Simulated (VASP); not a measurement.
These are modified Becke-Johnson potential (mBJ), VASP's PBE PAW potentials (set 64) (plane waves; VASP) values and carry that method's errors.

A VASP calculation is set up with these files.

### INCAR
```
SYSTEM = CdF2
PREC = Accurate
ENCUT = 520
EDIFF = 1E-6
NELM = 200
ALGO = Normal
LREAL = .FALSE.
LASPH = .TRUE.
ISMEAR = 0
SIGMA = 0.05
METAGGA = MBJ
LMIXTAU = .TRUE.
LMAXMIX = 4
LWAVE = .FALSE.
LCHARG = .FALSE.
ISIF = 0
```

POSCAR:
```
CdF2
1.0
  0.0000000000   2.7463675876   2.7463675876
  2.7463675876   0.0000000000   2.7463675876
  2.7463675876   2.7463675876   0.0000000000
Cd F
1 2
Direct
  0.0000000000   1.0000000000   0.0000000000
  0.2500000000   0.2500000000   0.2500000000
  0.7500000000   0.7500000000   0.7500000000
```

**KPOINTS**
```
Automatic mesh
0
gamma
6 6 6
```

**KPOINTS_OPT**
```
k-points along high-symmetry lines
11
Line-mode
Reciprocal
  0.000000   0.000000   0.000000 ! GAMMA
  0.500000   0.000000   0.500000 ! X

  0.500000   0.000000   0.500000 ! X
  0.625000   0.250000   0.625000 ! U

  0.375000   0.375000   0.750000 ! K
  0.000000   0.000000   0.000000 ! GAMMA

  0.000000   0.000000   0.000000 ! GAMMA
  0.500000   0.500000   0.500000 ! L

  0.500000   0.500000   0.500000 ! L
  0.500000   0.250000   0.750000 ! W

  0.500000   0.250000   0.750000 ! W
  0.500000   0.000000   0.500000 ! X
```

POTCAR, in this order: Cd F (PBE.64 set). Program: vasp_std. Read from the step before: WAVECAR.

The resulting files:

File OSZICAR:
```
       N       E                     dE             d eps       ncg     rms          rms(c)
DAV:   1     0.289302860693E+03    0.28930E+03   -0.24332E+00   544   0.187E+01    0.223E+00
DAV:   2     0.287837231062E+03   -0.14656E+01   -0.88437E+00   544   0.337E+01    0.109E+01
DAV:   3     0.287029241691E+03   -0.80799E+00   -0.34496E-01   545   0.478E+00    0.127E+01
DAV:   4     0.286647718418E+03   -0.38152E+00   -0.52354E-02   545   0.291E+00    0.148E+01
DAV:   5     0.289369543080E+03    0.27218E+01   -0.48022E-01   544   0.914E+00    0.600E+00
DAV:   6     0.299746352280E+03    0.10377E+02   -0.49679E+00   569   0.298E+01    0.200E+01
DAV:   7     0.296597651736E+03   -0.31487E+01   -0.33652E+00   544   0.240E+01    0.582E+00
DAV:   8     0.297761240749E+03    0.11636E+01   -0.12103E+00   544   0.101E+01    0.114E+01
DAV:   9     0.294543604690E+03   -0.32176E+01   -0.39760E-01   546   0.983E+00    0.236E+00
DAV:  10     0.296294290515E+03    0.17507E+01   -0.34449E-01   544   0.652E+00    0.719E+00
DAV:  11     0.294925063891E+03   -0.13692E+01   -0.18779E-01   557   0.549E+00    0.238E+00
DAV:  12     0.294295272858E+03   -0.62979E+00   -0.27015E-02   544   0.175E+00    0.143E+00
DAV:  13     0.293838308313E+03   -0.45696E+00   -0.12778E-02   579   0.132E+00    0.306E-01
DAV:  14     0.293577788922E+03   -0.26052E+00   -0.25274E-03   544   0.612E-01    0.188E-01
DAV:  15     0.293573340836E+03   -0.44481E-02   -0.39675E-04   544   0.246E-01    0.178E-01
DAV:  16     0.293576710988E+03    0.33702E-02   -0.19841E-04   546   0.148E-01    0.220E-01
DAV:  17     0.293641561636E+03    0.64851E-01   -0.28932E-04   544   0.171E-01    0.894E-02
DAV:  18     0.293649327762E+03    0.77661E-02   -0.13314E-04   546   0.121E-01    0.109E-01
DAV:  19     0.293649324752E+03   -0.30101E-05   -0.12887E-05   552   0.392E-02    0.123E-01
DAV:  20     0.293687210894E+03    0.37886E-01   -0.67720E-05   546   0.101E-01    0.170E-02
DAV:  21     0.293699100992E+03    0.11890E-01   -0.14902E-05   546   0.387E-02    0.401E-03
DAV:  22     0.293702032069E+03    0.29311E-02   -0.22701E-06   431   0.169E-02    0.228E-03
DAV:  23     0.293708119294E+03    0.60872E-02   -0.20793E-06   408   0.156E-02    0.128E-02
DAV:  24     0.293705682155E+03   -0.24371E-02   -0.12163E-06   441   0.123E-02    0.250E-03
DAV:  25     0.293705707289E+03    0.25134E-04   -0.10719E-07   399   0.300E-03    0.251E-03
DAV:  26     0.293705124148E+03   -0.58314E-03   -0.27273E-08   302   0.204E-03    0.715E-04
DAV:  27     0.293704782340E+03   -0.34181E-03   -0.93931E-09   276   0.110E-03    0.347E-04
DAV:  28     0.293704692964E+03   -0.89376E-04   -0.53824E-09   278   0.815E-04    0.223E-04
DAV:  29     0.293704744735E+03    0.51772E-04   -0.14646E-09   276   0.459E-04    0.814E-05
DAV:  30     0.293704815254E+03    0.70519E-04   -0.46091E-10   278   0.298E-04    0.254E-04
DAV:  31     0.293704826857E+03    0.11603E-04   -0.27285E-10   277   0.181E-04    0.196E-04
DAV:  32     0.293704821022E+03   -0.58356E-05   -0.70900E-11   278   0.868E-05    0.178E-04
DAV:  33     0.293704746078E+03   -0.74944E-04   -0.48660E-10   276   0.232E-04    0.163E-05
DAV:  34     0.293704736091E+03   -0.99864E-05   -0.11419E-10   278   0.112E-04    0.533E-06
DAV:  35     0.293704736854E+03    0.76221E-06   -0.15037E-11   278   0.402E-05
   1 F= 0.29370474E+03 E0= 0.29370474E+03  d E =-.272243E-12
       N       E                     dE             ncg
       N       E                     dE             ncg
       N       E                     dE             ncg
       N       E                     dE             ncg
       N       E                     dE             ncg
```

**OUTCAR**
```
------------------------ aborting loop because EDIFF is reached ----------------------------------------
  volume of cell :       41.43
      direct lattice vectors                 reciprocal lattice vectors
     0.000000000  2.746367588  2.746367588    -0.182058659  0.182058659  0.182058659
     2.746367588  0.000000000  2.746367588     0.182058659 -0.182058659  0.182058659
     2.746367588  2.746367588  0.000000000     0.182058659  0.182058659 -0.182058659
 POSITION                                       TOTAL-FORCE (eV/Angst)
 -----------------------------------------------------------------------------------
      0.00000      0.00000      0.00000         0.000000      0.000000      0.000000
      1.37318      1.37318      1.37318        -0.000000     -0.000000     -0.000000
      4.11955      4.11955      4.11955         0.000000      0.000000      0.000000
 -----------------------------------------------------------------------------------
    total drift:                                0.000000     -0.000000      0.000000
  FREE ENERGIE OF THE ION-ELECTRON SYSTEM (eV)
  ---------------------------------------------------
  free  energy   TOTEN  =       293.7047368537 eV

  energy  without entropy=      293.7047368537  energy(sigma->0) =      293.70473685

     CMBJ =    1.0000

     CMBJA=   -0.0120

     CMBJB=    1.0230

     CMBJE=    0.5000

    CMBJ =    1.5209
```
(Selected blocks of OUTCAR.)

File OUTCAR:
```
 val. band max:        0.0244549939   @ k =  -0.3333   0.5000   0.1667

 cond. band min:       6.4766520177   @ k =   0.0000   0.0000   0.0000


 Fermi energy:         0.2614867432

 k-point     1 :       0.0000    0.0000    0.0000
  band No.  band energies     occupation
      1     -22.3046      2.00000
      2     -21.6425      2.00000
      3      -4.7198      2.00000
      4      -4.7198      2.00000
      5      -4.7193      2.00000
      6      -3.7662      2.00000
      7      -3.7662      2.00000
      8      -0.6845      2.00000
      9      -0.6845      2.00000
     10      -0.6839      2.00000
     11      -0.4503      2.00000
     12      -0.4503      2.00000
     13      -0.4500      2.00000
     14       6.4767      0.00000
     15      16.3489      0.00000
     16      16.3489      0.00000
     17      16.3497      0.00000

 k-point     2 :       0.1667    0.0000    0.0000
  band No.  band energies     occupation
      1     -22.2494      2.00000
      2     -21.6903      2.00000
      3      -4.6445      2.00000
      4      -4.6441      2.00000
      5      -4.5023      2.00000
      6      -3.7810      2.00000
      7      -3.7810      2.00000
      8      -1.1612      2.00000
      9      -0.8468      2.00000
     10      -0.8462      2.00000
     11      -0.5175      2.00000
     12      -0.3991      2.00000
     13      -0.3988      2.00000
     14       7.1744      0.00000
     15      15.2657      0.00000
     16      16.6750      0.00000
     17      16.6757      0.00000

 k-point     3 :       0.3333    0.0000    0.0000
  band No.  band energies     occupation
      1     -22.1196      2.00000
      2     -21.8067      2.00000
      3      -4.5053      2.00000
      4      -4.5049      2.00000
      5      -3.9934      2.00000
      6      -3.7709      2.00000
      7      -3.7708      2.00000
      8      -1.7152      2.00000
      9      -1.1550      2.00000
     10      -1.1544      2.00000
     11      -1.0544      2.00000
...
```

mBJ is a potential without an energy functional, so only the levels count.

The compound is CdF2 in the fluorite structure. It was relaxed first, which changed the volume by +6 %. The cell's shape comes from a PBE relaxation.
